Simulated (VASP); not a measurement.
Output of a VASP run:

**OSZICAR**
```
       N       E                     dE             d eps       ncg     rms          rms(c)
DAV:   1     0.123820271809E+03    0.12382E+03   -0.97952E+03  1580   0.175E+03
DAV:   2     0.196047431851E+01   -0.12186E+03   -0.11948E+03  1652   0.383E+02
DAV:   3    -0.746032450023E+01   -0.94208E+01   -0.93334E+01  2024   0.955E+01
DAV:   4    -0.768394930043E+01   -0.22362E+00   -0.22303E+00  1846   0.161E+01
DAV:   5    -0.769284005375E+01   -0.88908E-02   -0.88905E-02  2282   0.301E+00    0.880E+00
DAV:   6    -0.766685734890E+01    0.25983E-01   -0.26997E-02  2264   0.207E+00    0.541E+00
DAV:   7    -0.765812702769E+01    0.87303E-02   -0.20398E-02  2042   0.159E+00    0.187E-01
DAV:   8    -0.765752852679E+01    0.59850E-03   -0.31626E-03  2086   0.747E-01    0.136E-01
DAV:   9    -0.765756050151E+01   -0.31975E-04   -0.21737E-04  1898   0.997E-02    0.617E-02
DAV:  10    -0.765755961896E+01    0.88255E-06   -0.49655E-06  1916   0.198E-02
   1 F= -.15878103E+01 E0= -.15876125E+01  d E =-.158781E+01
       N       E                     dE             d eps       ncg     rms          rms(c)
DAV:   1    -0.762658328547E+01    0.30977E-01   -0.13320E-01  2000   0.667E+00    0.491E-01
DAV:   2    -0.762174420464E+01    0.48391E-02   -0.83333E-03  1928   0.184E+00    0.198E-01
DAV:   3    -0.762055715503E+01    0.11870E-02   -0.30050E-03  1994   0.985E-01    0.358E-02
DAV:   4    -0.762051999771E+01    0.37157E-04   -0.13278E-04  1960   0.108E-01    0.384E-02
DAV:   5    -0.762050873839E+01    0.11259E-04   -0.75542E-06  2308   0.290E-02    0.136E-02
DAV:   6    -0.762050865765E+01    0.80745E-07   -0.10523E-06   862   0.156E-02
   2 F= -.15875534E+01 E0= -.15873881E+01  d E =0.256894E-03
       N       E                     dE             d eps       ncg     rms          rms(c)
DAV:   1    -0.764841082198E+01   -0.27902E-01   -0.61059E-02  2006   0.457E+00    0.337E-01
DAV:   2    -0.764622493942E+01    0.21859E-02   -0.37551E-03  1928   0.122E+00    0.130E-01
DAV:   3    -0.764567963955E+01    0.54530E-03   -0.13833E-03  1970   0.667E-01    0.242E-02
DAV:   4    -0.764565857040E+01    0.21069E-04   -0.59164E-05  1930   0.723E-02    0.279E-02
DAV:   5    -0.764564961849E+01    0.89519E-05   -0.35540E-06  1836   0.200E-02    0.896E-03
DAV:   6    -0.764564872671E+01    0.89178E-06   -0.60582E-07   826   0.122E-02
   3 F= -.15878824E+01 E0= -.15876963E+01  d E =-.721610E-04
```

**OUTCAR**
```
------------------------ aborting loop because EDIFF is reached ----------------------------------------
  FORCE on cell =-STRESS in cart. coord.  units (eV):
  Direction    XX          YY          ZZ          XY          YZ          ZX
  --------------------------------------------------------------------------------------
  Total        6.0586783      6.0586783      6.0586783      0.0000000      0.0000000     -0.0000000
  in kB      200.0301100    200.0301100    200.0301100      0.0000000      0.0000000     -0.0000000
  external PRESSURE =       0.0301100 kB  Pullay stress =     200.0000000 kB
  volume of cell :       48.53
      direct lattice vectors                 reciprocal lattice vectors
     0.000000000  2.895038665  2.895038665    -0.172709265  0.172709265  0.172709265
     2.895038665  0.000000000  2.895038665     0.172709265 -0.172709265  0.172709265
     2.895038665  2.895038665 -0.000000000     0.172709265  0.172709265 -0.172709265
 POSITION                                       TOTAL-FORCE (eV/Angst)
 -----------------------------------------------------------------------------------
      0.00000      0.00000      0.00000         0.000000      0.000000      0.000000
      2.89504      2.89504      2.89504        -0.000000     -0.000000     -0.000000
 -----------------------------------------------------------------------------------
    total drift:                               -0.000000      0.000000      0.000000
  FREE ENERGIE OF THE ION-ELECTRON SYSTEM (eV)
  ---------------------------------------------------
  free  energy   TOTEN  =        -7.6456487267 eV

  energy  without entropy=       -7.6450902697  energy(sigma->0) =       -7.64546257
  enthalpy is  TOTEN    =        -1.5878824379 eV   P V=        6.0577662888

 reached required accuracy - stopping structural energy minimisation
```
(Selected blocks of OUTCAR.)

### POSCAR
```
SnTe
1
    0.0000000000     2.8969463293     2.8969463293
    2.8969463293     0.0000000000     2.8969463293
    2.8969463293     2.8969463293     0.0000000000
Sn Te
1 1
Direct
  0.0000000000   0.0000000000   1.0000000000
  0.5000000000   0.5000000000   0.5000000000
```

Task: Reconstruct the remaining input files.

Result: This is not unique; one that fits is the input of the run itself, PBEsol GGA, plane waves, VASP's PBE PAW potentials (set 64).

INCAR:
```
ALGO  =  Normal
EDIFF  =  1E-6
EDIFFG  =  -0.02
ENCUT  =  500
GGA  =  PS
IBRION  =  2
ISIF  =  3
ISMEAR  =  1
LASPH  =  .TRUE.
LCHARG  =  .FALSE.
LMAXMIX  =  4
LREAL  =  .FALSE.
LWAVE  =  .FALSE.
NELM  =  100
NSW  =  40
PREC  =  Accurate
PSTRESS  =  200
SIGMA  =  0.1
SYSTEM  =  SnTe
```

KPOINTS:
```
Automatic mesh
0
Gamma
11 11 11
0 0 0
```

POTCAR, in this order: Sn_d Te (PBE.64 set). Program: vasp_std.

The compound is SnTe in the rock salt structure, which distorts at low temperature. This run relaxes it under an external pressure of 20 GPa. Symmetry was kept, so distortions that lower it aren't found.
